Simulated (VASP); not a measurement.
Given:

```
CELL_PARAMETERS angstrom
      1.55122    -2.68680     0.00000
      1.55122     2.68680     0.00000
      0.00000     0.00000     4.96878
ATOMIC_POSITIONS crystal
  Al 0.66667 0.33333 0.50007
  Al 0.33333 0.66667 0.00007
  N  0.66667 0.33333 0.88193
  N  0.33333 0.66667 0.38193
```

These are r2SCAN+rVV10, VASP's PBE PAW potentials (set 64) (plane waves; VASP) values and carry that method's errors. Numerical set-up: 520 eV cut-off, 9×9×5 Γ-centred mesh, tetrahedra with Blöchl corrections, potentials Al N.

The cores are frozen, which limits the accuracy of field gradients.

Question: Give the principal components of the electric field gradient (V/Å²) and the asymmetry η at each nucleus.

Answer: 
| atom | Vxx | Vyy | Vzz | η |
|---|---|---|---|---|
| Al1 | -2.6 | -2.6 | 5.2 | 0.00 |
| Al2 | -2.6 | -2.6 | 5.2 | 0.00 |
| N3 | -0.1 | -0.1 | 0.1 | - |
| N4 | -0.1 | -0.1 | 0.1 | - |

The compound is AlN in the wurtzite structure. It was relaxed first.
